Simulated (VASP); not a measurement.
# Native point defects of NbP, part 3 of 4

Aim: formation energies of the vacancies and antisites of NbP, in the two limits of its composition. The start is a computed cell from the Materials Project.

VASP 6.6.1, plane waves and PAW; the level of theory is named at each step.

So far. Step 2 (The host at zero pressure): The run ended after 8 ionic steps, 0.027 eV below its first step, once forces and stress met EDIFFG = -0.02. Step 3 (The perfect supercell): The host is treated as a metal, as its relaxation found a gap under 0.3 eV or none, and only the neutral defect is run.

## (4) Reference Nb

This step: PBEsol; plane waves and PAW (Nb_pv) (VASP 6.6.1).

System of this step: Nb. It takes space group Im-3m (No. 229, cubic). The conventional cell has a = 3.300 Å, b = 3.300 Å, c = 3.300 Å, α = 90.00°, β = 90.00°, γ = 90.00°. Nearest to Nb lie 8 Nb at 2.86 Å.

The reference for Nb is its crystal, relaxed at the cutoff of the large cell.

Input file INCAR:

```
SYSTEM = Nb
PREC = Normal
ENCUT = 300
EDIFF = 1E-05
NELM = 120
ISMEAR = 1
SIGMA = 0.1
LREAL = Auto
ALGO = Fast
GGA = PS
NBANDS = 11
LASPH = .TRUE.
LORBIT = 11
LWAVE = .FALSE.
LCHARG = .FALSE.
KPAR = 8
IBRION = 2
NSW = 25
ISIF = 3
EDIFFG = -0.02
POTIM = 0.4
```

Input file POSCAR:

```
Nb
1.0
   -1.6500000000      1.6500000000      1.6500000000
    1.6500000000     -1.6500000000      1.6500000000
    1.6500000000      1.6500000000     -1.6500000000
Nb
1
Direct
    0.0000000000      0.0000000000      0.0000000000
```

Input file KPOINTS:

```
Automatic mesh
0
Gamma
11 11 11
0 0 0
```

PAW data sets: Nb_pv (PBE family, release 64).

On the command line:

```bash
> mpirun -np 8 vasp_std
```

What it wrote:

```text
[banner, memory and clock lines left out]
running    8 mpi-ranks, on    1 nodes
 distrk:  each k-point on    1 cores,    8 groups
 distr:  one band on    1 cores,    1 groups

 POSCAR found type information on POSCAR Nb
 POSCAR found :  1 types and       1 ions
 [... a notice as in an earlier step ...]

|                                                                             |
|               ----> ADVICE to this user running VASP <----                  |
|                                                                             |
|     You have a (more or less) 'small supercell' and for smaller cells       |
|     it is recommended to use the reciprocal-space projection scheme!        |
|     The real-space optimization is not efficient for small cells and it     |
|     is also less accurate ...                                               |
|     Therefore, set LREAL=.FALSE. in the INCAR file.                         |
|                                                                             |

 [... a notice as in an earlier step ...]

 LDA part: xc-table for (Slater+PW92), standard interpolation
 POSCAR, INCAR and KPOINTS ok, starting setup
 FFT: planning ... GRIDC
 FFT: planning ... GRID_SOFT
 FFT: planning ... GRID
 WAVECAR not read
 entering main loop
       N       E                     dE             d eps       ncg     rms          rms(c)
DAV:   1     0.367845082053E+02    0.36785E+02   -0.46563E+03  1459   0.678E+02
DAV:   2    -0.104712693373E+02   -0.47256E+02   -0.44835E+02  1277   0.226E+02
DAV:   3    -0.113968342900E+02   -0.92556E+00   -0.89690E+00  1794   0.339E+01
DAV:   4    -0.114024063311E+02   -0.55720E-02   -0.55654E-02  1632   0.179E+00
DAV:   5    -0.114024492388E+02   -0.42908E-04   -0.42905E-04  1538   0.165E-01    0.185E+01
RMM:   6    -0.109108483058E+02    0.49160E+00   -0.31033E-01  1246   0.732E+00    0.711E+00
RMM:   7    -0.108081830091E+02    0.10267E+00   -0.60615E-01  1339   0.650E+00    0.534E-01
RMM:   8    -0.108068330983E+02    0.13499E-02   -0.22771E-02  1381   0.187E+00    0.885E-01
RMM:   9    -0.108057276082E+02    0.11055E-02   -0.44869E-03  1348   0.566E-01    0.479E-01
RMM:  10    -0.108053360948E+02    0.39151E-03   -0.74597E-04  1265   0.349E-01    0.100E-01
RMM:  11    -0.108053621079E+02   -0.26013E-04   -0.22965E-04  1229   0.134E-01    0.177E-02
RMM:  12    -0.108053644933E+02   -0.23854E-05   -0.15817E-05   960   0.560E-02
   1 F= -.10805364E+02 E0= -.10804899E+02  d E =-.108054E+02
 curvature:   0.00 expect dE= 0.000E+00 dE for cont linesearch  0.000E+00
 trial: gam= 0.00000 g(F)=  0.251E-62 g(S)=  0.790E-02 ort = 0.000E+00 (trialstep = 0.100E+01)
 search vector abs. value=  0.790E-02
 bond charge predicted
       N       E                     dE             d eps       ncg     rms          rms(c)
DAV:   1    -0.108695855527E+02   -0.64223E-01   -0.14210E+00  1343   0.151E+01    0.356E+00
RMM:   2    -0.108101795058E+02    0.59406E-01   -0.49445E-02  1240   0.318E+00    0.618E-01
RMM:   3    -0.108027855364E+02    0.73940E-02   -0.54859E-02  1358   0.209E+00    0.512E-01
RMM:   4    -0.108031848562E+02   -0.39932E-03   -0.22976E-03  1385   0.552E-01    0.148E-01
RMM:   5    -0.108033568434E+02   -0.17199E-03   -0.37543E-04  1272   0.255E-01    0.654E-02
RMM:   6    -0.108033754229E+02   -0.18580E-04   -0.91602E-05  1141   0.108E-01    0.214E-02
RMM:   7    -0.108033704301E+02    0.49928E-05   -0.16207E-05   966   0.608E-02
   2 F= -.10803370E+02 E0= -.10802957E+02  d E =0.199406E-02
 trial-energy change:    0.001994  1 .order    0.001873   -0.007896    0.011643
 step:   0.3953(harm=  0.4041)  dis= 0.00000  next Energy=   -10.806918 (dE=-0.155E-02)
 bond charge predicted
       N       E                     dE             d eps       ncg     rms          rms(c)
DAV:   1    -0.108312375535E+02   -0.27862E-01   -0.53507E-01  1314   0.942E+00    0.207E+00
RMM:   2    -0.108092171854E+02    0.22020E-01   -0.19241E-02  1239   0.197E+00    0.370E-01
RMM:   3    -0.108067179923E+02    0.24992E-02   -0.20691E-02  1353   0.127E+00    0.294E-01
RMM:   4    -0.108068344843E+02   -0.11649E-03   -0.80139E-04  1359   0.348E-01    0.725E-02
RMM:   5    -0.108068392065E+02   -0.47223E-05   -0.18959E-04  1245   0.171E-01    0.427E-02
RMM:   6    -0.108068405969E+02   -0.13904E-05   -0.35493E-05  1044   0.726E-02
   3 F= -.10806841E+02 E0= -.10806338E+02  d E =-.147610E-02
 curvature:  -0.20 expect dE=-0.135E-05 dE for cont linesearch -0.135E-05
 trial: gam= 0.00000 g(F)=  0.284E-62 g(S)=  0.666E-05 ort =-0.229E-03 (trialstep = 0.879E+00)
 search vector abs. value=  0.666E-05
 reached required accuracy - stopping structural energy minimisation
```

The job ended after 4.6 s (8 MPI ranks of Intel Xeon Platinum 8259CL at 2.50GHz (Skylake/Cascade Lake), shared host; peak memory 0.81 GiB).

Parts of OUTCAR (step 4):

```text
  LATTYP: Found a body centered cubic cell.
 ALAT       =     3.3000000000

 Subroutine GETGRP returns: Found 48 space group operations
 (whereof 48 operations were pure point group operations)

The static configuration has the point symmetry O_h .

 Found     56 irreducible k-points:

   k-points           NKPTS =     56   k-points in BZ     NKDIM =     56   number of bands    NBANDS=     11

   dimension x,y,z NGX =    12 NGY =   12 NGZ =   12
   dimension x,y,z NGXF=    24 NGYF=   24 NGZF=   24

   ENCUT  =  300.0 eV  22.05 Ry    4.70 a.u.   4.04  4.04  4.04*2*pi/ulx,y,z

   NELECT =      11.0000    total number of electrons

 E-fermi :   4.8978

 k-point     1 :       0.0000    0.0000    0.0000
  band No.  band energies     occupation
      1     -24.6253      2.00000
      2     -24.6253      2.00000
      3     -24.6253      2.00000
      4      -1.0413      2.00000
      5       5.2965     -0.00000
      6       5.2965     -0.00000
      7       5.2965     -0.00000
      8       8.2499      0.00000
      9       8.2499      0.00000
    ...

 k-point     2 :       0.0909    0.0000    0.0000
  band No.  band energies     occupation
      1     -24.7487      2.00000
      2     -24.6623      2.00000
      3     -24.6263      2.00000
      4      -0.6968      2.00000
      5       5.0905     -0.02008
      6       5.2442     -0.00001
      7       5.6354     -0.00000
      8       7.9659      0.00000
      9       8.2592      0.00000
    ...

  Total        0.0075843      0.0075843      0.0075843      0.0000000     -0.0000000      0.0000000
  in kB        0.6844053      0.6844053      0.6844053      0.0000000     -0.0000000      0.0000000
  external PRESSURE =       0.6844053 kB  Pullay stress =       0.0000000 kB

  energy-cutoff  :      300.00
  volume of cell :       17.75
      direct lattice vectors                 reciprocal lattice vectors
    -1.643426887  1.643426887  1.643426887     0.000000000  0.304242315  0.304242315
     1.643426887 -1.643426887  1.643426887     0.304242315  0.000000000  0.304242315
     1.643426887  1.643426887 -1.643426887     0.304242315  0.304242315  0.000000000

 POSITION                                       TOTAL-FORCE (eV/Angst)
 -----------------------------------------------------------------------------------
      0.00000     -0.00000      0.00000        -0.000000      0.000000      0.000000
 -----------------------------------------------------------------------------------
    total drift:                               -0.000000      0.000000     -0.000000

  FREE ENERGIE OF THE ION-ELECTRON SYSTEM (eV)
  ---------------------------------------------------
  free  energy   TOTEN  =       -10.8068405969 eV

  energy  without entropy=      -10.8053316480  energy(sigma->0) =      -10.80633761

 total charge
# of ion       s       p       d       tot
------------------------------------------
    1        0.434   6.312   3.122   9.868

[... 1 part as in an earlier step ...]

[... 7 further parts left out ...]
```

CONTCAR:

```
Nb
   1.00000000000000
    -1.6434268871522939    1.6434268871522939    1.6434268871522939
     1.6434268871522939   -1.6434268871522939    1.6434268871522939
     1.6434268871522939    1.6434268871522939   -1.6434268871522939
  Nb
     1
Direct
     0.0000000000000000    0.0000000000000000    0.0000000000000000
```

This run has no spin polarisation. Its electron count is odd, so without a moment it is a metal by construction. The k-mesh is coarse for a metal. The run keeps the 48 symmetry operations of its start, so it cannot find a distortion of lower symmetry.

Step by step:

```tsv
step	energy less that of the first step (eV)	largest force (eV/Å)	pressure (GPa)	volume (Å³)
1	0.0000	0.0000	-2.33	17.97
2	0.0020	0.0000	3.54	17.43
3	-0.0015	0.0000	0.07	17.75
```

```tsv
conventional cell, symmetrised	before	after	change
a (Å)	3.300	3.287	-0.4 %
b (Å)	3.300	3.287	-0.4 %
c (Å)	3.300	3.287	-0.4 %
volume (Å³/atom)	17.97	17.75	-1.2 %
```

The relaxed structure:

```
Nb
1.0
    -1.64343    1.64343    1.64343
     1.64343   -1.64343    1.64343
     1.64343    1.64343   -1.64343
Nb
1
Direct
  0.00000 0.00000 0.00000
```

Numbers from this step:

```yaml
electronic_cycles: 25
electrons: 11
free_energy_toten: -10.81 eV
energy_at_zero_smearing: -10.81 eV
fermi_energy: 4.898 eV
labelled_metallic_from_the_levels_on_this_mesh: yes
```

The run ended after 3 ionic steps, 0.001 eV below its first step, once forces and stress met EDIFFG = -0.02.

Energy at zero smearing: -10.80634 eV.

## (5) Reference P

This step: PBEsol; plane waves and PAW (P) (VASP 6.6.1).

System of this step: P. It takes space group Cmce (No. 64, orthorhombic). Conventional cell: a = 3.295 Å, b = 10.930 Å, c = 4.544 Å, α = 90.00°, β = 90.00°, γ = 90.00°. Nearest to P lie 3 P at 2.20 to 2.25 Å.

The reference for P is its crystal, relaxed at the cutoff of the large cell.

Input file INCAR:

```
SYSTEM = P
PREC = Normal
ENCUT = 300
EDIFF = 1E-05
NELM = 120
ISMEAR = 0
SIGMA = 0.1
LREAL = Auto
ALGO = Fast
GGA = PS
NBANDS = 16
LORBIT = 11
LWAVE = .FALSE.
LCHARG = .FALSE.
KPAR = 8
IBRION = 2
NSW = 25
ISIF = 3
EDIFFG = -0.02
POTIM = 0.4
```

Input file POSCAR:

```
P
1.0
    1.6477431241     -5.4650377251      0.0000000000
    1.6477431241      5.4650377251      0.0000000000
    0.0000000000      0.0000000000      4.5436355900
P
4
Direct
    0.4041431300      0.5958568700      0.9111848300
    0.5958568700      0.4041431300      0.0888151700
    0.0958568700      0.9041431300      0.4111848300
    0.9041431300      0.0958568700      0.5888151700
```

Input file KPOINTS:

```
Automatic mesh
0
Gamma
8 8 6
0 0 0
```

Potentials, in the order of the species: P (PBE family, release 64).

On the command line:

```bash
> mpirun -np 8 vasp_std
```

What it wrote:

```text
[banner, memory and clock lines left out]
running    8 mpi-ranks, on    1 nodes
 distrk:  each k-point on    1 cores,    8 groups
 distr:  one band on    1 cores,    1 groups

 POSCAR found type information on POSCAR P
 POSCAR found :  1 types and       4 ions
 [... a notice as in an earlier step ...]

 [... a notice as in an earlier step ...]

 [... a notice as in an earlier step ...]

 LDA part: xc-table for (Slater+PW92), standard interpolation
 POSCAR, INCAR and KPOINTS ok, starting setup
 FFT: planning ... GRIDC
 FFT: planning ... GRID_SOFT
 FFT: planning ... GRID
 WAVECAR not read
 entering main loop
       N       E                     dE             d eps       ncg     rms          rms(c)
DAV:   1     0.438983668907E+02    0.43898E+02   -0.62048E+03  2688   0.682E+02
DAV:   2    -0.204812731206E+02   -0.64380E+02   -0.62286E+02  3696   0.140E+02
DAV:   3    -0.231381929903E+02   -0.26569E+01   -0.26493E+01  3584   0.312E+01
DAV:   4    -0.231659329604E+02   -0.27740E-01   -0.27733E-01  3512   0.373E+00
DAV:   5    -0.231665171996E+02   -0.58424E-03   -0.58421E-03  3672   0.486E-01    0.103E+01
RMM:   6    -0.230100211230E+02    0.15650E+00   -0.67285E-02  2688   0.130E+00    0.612E+00
RMM:   7    -0.229416538315E+02    0.68367E-01   -0.14893E-01  2728   0.200E+00    0.212E-01
RMM:   8    -0.229412790716E+02    0.37476E-03   -0.14717E-02  2688   0.793E-01    0.771E-02
RMM:   9    -0.229414979304E+02   -0.21886E-03   -0.28074E-03  2717   0.345E-01    0.106E-01
RMM:  10    -0.229415543347E+02   -0.56404E-04   -0.53640E-04  2755   0.159E-01    0.945E-02
RMM:  11    -0.229415931917E+02   -0.38857E-04   -0.17283E-04  2635   0.860E-02    0.611E-02
RMM:  12    -0.229415845616E+02    0.86301E-05   -0.48445E-05  2533   0.441E-02
   1 F= -.22941585E+02 E0= -.22941433E+02  d E =-.229416E+02
 curvature:   0.00 expect dE= 0.000E+00 dE for cont linesearch  0.000E+00
 trial: gam= 0.00000 g(F)=  0.127E-01 g(S)=  0.712E-02 ort = 0.000E+00 (trialstep = 0.100E+01)
 search vector abs. value=  0.198E-01
 bond charge predicted
       N       E                     dE             d eps       ncg     rms          rms(c)
DAV:   1    -0.229627806196E+02   -0.21187E-01   -0.42432E-01  3144   0.328E+00    0.424E-01
RMM:   2    -0.229586405981E+02    0.41400E-02   -0.16915E-02  2688   0.834E-01    0.228E-01
RMM:   3    -0.229568401800E+02    0.18004E-02   -0.72888E-03  2688   0.496E-01    0.737E-02
RMM:   4    -0.229569061968E+02   -0.66017E-04   -0.91382E-04  2702   0.208E-01    0.691E-02
RMM:   5    -0.229569140016E+02   -0.78049E-05   -0.15301E-04  2723   0.848E-02    0.309E-02
RMM:   6    -0.229569176749E+02   -0.36733E-05   -0.35892E-05  2211   0.381E-02
   2 F= -.22956918E+02 E0= -.22956766E+02  d E =-.153331E-01
[... from here on, the cycles between the ionic steps are left out ...]
   3 F= -.22961830E+02 E0= -.22961600E+02  d E =-.202455E-01
   4 F= -.22964304E+02 E0= -.22964145E+02  d E =-.227196E-01
   5 F= -.22976138E+02 E0= -.22975926E+02  d E =-.118340E-01
   6 F= -.22992394E+02 E0= -.22991613E+02  d E =-.280900E-01
   7 F= -.22983190E+02 E0= -.22982785E+02  d E =-.188861E-01
   8 F= -.22996129E+02 E0= -.22995528E+02  d E =-.318246E-01
   9 F= -.23006241E+02 E0= -.23005644E+02  d E =-.101122E-01
  10 F= -.23025265E+02 E0= -.23024675E+02  d E =-.291366E-01
  11 F= -.23009415E+02 E0= -.23007675E+02  d E =-.132864E-01
  12 F= -.23028104E+02 E0= -.23027434E+02  d E =-.319755E-01
  13 F= -.23029847E+02 E0= -.23029064E+02  d E =-.174250E-02
  14 F= -.23029915E+02 E0= -.23029073E+02  d E =-.181104E-02
  15 F= -.23029947E+02 E0= -.23029125E+02  d E =-.184258E-02
  16 F= -.23030610E+02 E0= -.23029815E+02  d E =-.663045E-03
  17 F= -.23031412E+02 E0= -.23030692E+02  d E =-.146479E-02
  18 F= -.23031893E+02 E0= -.23031162E+02  d E =-.481568E-03
  19 F= -.23032321E+02 E0= -.23031565E+02  d E =-.909368E-03
 curvature:  -2.04 expect dE=-0.855E-03 dE for cont linesearch -0.205E-05
 trial: gam= 0.15911 g(F)=  0.168E-04 g(S)=  0.402E-03 ort = 0.612E-04 (trialstep = 0.640E+00)
 search vector abs. value=  0.533E-03
 bond charge predicted
       N       E                     dE             d eps       ncg     rms          rms(c)
DAV:   1    -0.230326548940E+02   -0.33771E-03   -0.62769E-03  3560   0.423E-01    0.695E-02
RMM:   2    -0.230325681115E+02    0.86782E-04   -0.23643E-04  2688   0.986E-02    0.351E-02
RMM:   3    -0.230325238072E+02    0.44304E-04   -0.98039E-05  2688   0.584E-02    0.591E-03
RMM:   4    -0.230325241908E+02   -0.38355E-06   -0.12035E-05  1649   0.239E-02
  20 F= -.23032524E+02 E0= -.23031762E+02  d E =-.203266E-03
 trial-energy change:   -0.000203  1 .order   -0.000208   -0.000274   -0.000141
 step:   1.3157(harm=  1.3157)  dis= 0.00063  next Energy=   -23.032603 (dE=-0.282E-03)
 reached required accuracy - stopping structural energy minimisation
```

It took 43 s on 8 MPI ranks; peak memory 1.3 GiB.

Parts of OUTCAR (step 5):

```text
   k-points           NKPTS =     84   k-points in BZ     NKDIM =     84   number of bands    NBANDS=     16

   ENCUT  =  300.0 eV  22.05 Ry    4.70 a.u.   8.06  8.06  6.42*2*pi/ulx,y,z

   NELECT =      20.0000    total number of electrons

 E-fermi :   7.2675

 k-point     1 :       0.0000    0.0000    0.0000
  band No.  band energies     occupation
    ...
      6       3.0816      2.00000
      7       3.2524      2.00000
      8       4.3943      2.00000
      9       4.7038      2.00000
     10       5.9643      2.00000
     11       8.3061      0.00000
     12       8.5024      0.00000
     13       9.2078      0.00000
     14      10.7695      0.00000
     15      12.7997      0.00000
    ...

  Total        0.0590408     -0.0061488      0.0686514      0.0000000      0.0000000      0.0000000
  in kB        1.3362324     -0.1391614      1.5537437      0.0000000      0.0000000      0.0000000
  external PRESSURE =       0.9169382 kB  Pullay stress =       0.0000000 kB

 POSITION                                       TOTAL-FORCE (eV/Angst)
 -----------------------------------------------------------------------------------
      1.65847      1.08553      3.86482         0.000000     -0.003540     -0.018980
      1.65847     -1.08553      0.29641         0.000000      0.003540      0.018980
      1.65847      4.04334      1.78420         0.000000      0.003540     -0.018980
      1.65847     -4.04334      2.37703         0.000000     -0.003540      0.018980
 -----------------------------------------------------------------------------------
    total drift:                                0.000000      0.000000     -0.000000

  FREE ENERGIE OF THE ION-ELECTRON SYSTEM (eV)
  ---------------------------------------------------
  free  energy   TOTEN  =       -23.0325241908 eV

  energy  without entropy=      -23.0309999866  energy(sigma->0) =      -23.03176209

[... 2 parts as in an earlier step ...]

[... 14 further parts left out ...]
```

After so large a change of volume the plane waves of the start cell no longer fit, so the final stress carries a basis-set error.

Relaxation path:

```tsv
step	energy less that of the first step (eV)	largest force (eV/Å)	pressure (GPa)	volume (Å³)
1	0.0000	0.2865	-0.93	81.83
2	-0.0153	0.2077	-0.47	80.71
3	-0.0202	0.2850	0.47	78.39
4	-0.0227	0.2207	0.17	79.24
5	-0.0346	0.1342	-0.14	78.64
6	-0.0508	0.0504	-0.71	77.27
7	-0.0416	0.3747	-1.64	74.53
8	-0.0545	0.1365	-0.99	76.43
9	-0.0647	0.1037	-0.78	75.60
10	-0.0837	0.0241	-0.11	73.14
11	-0.0678	0.2836	1.98	68.25
12	-0.0865	0.1028	0.53	71.55
13	-0.0883	0.0592	-0.02	71.51
14	-0.0883	0.0609	-0.21	71.49
15	-0.0884	0.0603	-0.13	71.50
16	-0.0890	0.0368	-0.15	71.40
17	-0.0898	0.0384	-0.15	71.13
18	-0.0903	0.0268	-0.03	70.99
19	-0.0907	0.0104	0.21	70.70
20	-0.0909	0.0193	0.09	70.79
```

```tsv
conventional cell, symmetrised	before	after	change
a (Å)	3.295	3.317	+0.7 %
b (Å)	10.930	10.258	-6.2 %
c (Å)	4.544	4.161	-8.4 %
volume (Å³/atom)	20.46	17.70	-13.5 %
```

The atoms that moved most (Å, as changes of fractional coordinates times the final cell):

```tsv
atom	dx	dy	dz	length
P1	0.000	0.102	0.073	0.126
P2	0.000	-0.102	-0.073	0.126
P4	0.000	0.102	-0.073	0.126
P3	0.000	-0.102	0.073	0.126
```

Final coordinates:

```xyz
4
Lattice="1.6585 -5.1289 0.0000 1.6585 5.1289 0.0000 0.0000 0.0000 4.1612" Properties=species:S:1:pos:R:3 pbc="T T T"
P     1.6585    1.0855    3.8648
P     1.6585   -1.0855    0.2964
P     1.6585    4.0433    1.7842
P     1.6585   -4.0433    2.3770
```

This step gave:

| Item | Value |
| --- | --- |
| electronic cycles | 121 |
| electrons | 20 |
| free energy (TOTEN) | -23.03 eV |
| energy at zero smearing | -23.03 eV |
| Fermi energy | 7.268 eV |

The run ended after 20 ionic steps, 0.091 eV below its first step, once forces and stress met EDIFFG = -0.02.

Energy at zero smearing: -23.03176 eV.

(Part 3 of 4 ends here.)

[Lines on the potential files, build, host, timing and source positions are cut from VASP's logs without a mark.]

[Logs are printed without paths, hosts, clocks, repeated set-up lines and the standing remarks that a program may print on its own settings, such as how far it seeks lower states.]

[Hosts, paths, dates, database ids (printed as entryN), source tags and the programs' standing remarks are cut or masked in the printed files.]

[In band tables of VASP the shares of atoms and orbitals are scaled to a sum of 1 inside the atoms' spheres.]

[Runs that stopped without an error message from VASP are left out.]
